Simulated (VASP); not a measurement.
Elastic constants (GPa) of a crystal from VASP 6.6.1 with LDA (Ceperley-Alder, Perdew-Zunger), VASP's LDA PAW potentials (set 64):

```tsv
	xx	yy	zz	yz	xz	xy
xx	279.9	204.4	204.4	0.0	0.0	0.0
yy	204.4	279.9	204.4	0.0	0.0	0.0
zz	204.4	204.4	279.9	0.0	0.0	0.0
yz	0.0	0.0	0.0	81.9	0.0	0.0
xz	0.0	0.0	0.0	0.0	81.9	0.0
xy	0.0	0.0	0.0	0.0	0.0	81.9
```

Finite-difference elastic constants of metals are sensitive to mesh and smearing; shear constants can be off by tens of GPa.

Task: Work out the Voigt, Reuss and Hill moduli, Young's modulus and Poisson's ratio.

Result: All eigenvalues are positive (smallest 75.5 GPa), so the crystal is stable. K_V = (C11+C22+C33+2(C12+C13+C23))/9 = (839.7 + 2×613.2)/9 = 229.6 GPa; G_V = (839.7 − 613.2 + 3×245.7)/15 = 64.2 GPa. From the compliances, K_R = 229.6 GPa and G_R = 55.8 GPa. Hill: K = 229.6 GPa, G = 60.0 GPa, E = 9KG/(3K+G) = 165.6 GPa, ν = (3K−2G)/(2(3K+G)) = 0.380. K/G = 3.82, above Pugh's 1.75; universal anisotropy A^U = 0.76.

Task: With a density of 12.51 g/cm³, what are the mean sound speeds?

Result: v_l = √((K+4G/3)/ρ) = 4.97 km/s and v_t = √(G/ρ) = 2.19 km/s. The crystal is Pd (space group Fm-3m), cubic.

The structure comes from a computed database's Pd entry (Fm-3m); how it stands against other phases isn't given here. It was relaxed first, which changed the volume by -6 %.
